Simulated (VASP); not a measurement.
# Cd2Zn2S4 (ordered alloy cell): computed properties

These are PBEsol GGA, VASP's PBE PAW potentials (set 64) (plane waves; VASP 6.6.1) values and carry that method's errors.

```json
{
  "space_group": "P3m1 (156)",
  "cell": "a = 3.9329 Å, b = 3.9329 Å, c = 13.0573 Å, α = 90.00°, β = 90.00°, γ = 120.00°",
  "volume_per_atom": "21.86 Å³/atom",
  "band gap (over mesh and band path)": "1.29 eV",
  "smallest direct gap (over mesh and band path)": "1.29 eV",
  "band_edge_character": "direct, Γ to Γ",
  "density": "4.59 g/cm³"
}
```

CdZnS2 has the trigonal space group P3m1 (No. 156), Pearson symbol hP8. Lattice parameters: a = b = 3.933 Å, c = 13.057 Å, α = β = 90.00°, γ = 120.00°. Zn1 on 1a sees 4 S at 2.314–2.375 Å (tetrahedral). Zn2 on 1c has 4 S at 2.323–2.379 Å (tetrahedral). S1 on 1a is coordinated by 1 Zn at 2.314 Å and 3 Cd at 2.481 Å (tetrahedral). S2 on 1c is surrounded by 4 Zn at 2.323–2.375 Å (tetrahedral). S3 on 1a is surrounded by 3 Zn at 2.379 Å and 1 Cd at 2.511 Å (tetrahedral). S4 on 1c is surrounded by 4 Cd at 2.485–2.498 Å (tetrahedral). Cd1 on 1a is coordinated by 4 S at 2.485–2.511 Å (tetrahedral). Cd2 on 1c is coordinated by 4 S at 2.481–2.498 Å (tetrahedral). (Neighbours: up to the widest gap in distance over summed covalent radii, below 1.35, at either atom; cation-cation and far metal-metal contacts left out.)

The structure was generated: Cd2Zn2S4 was put into an ordered model structure (P3m1), which need not be its known phase. It was relaxed first. Symmetry was kept, so distortions that lower it aren't found.
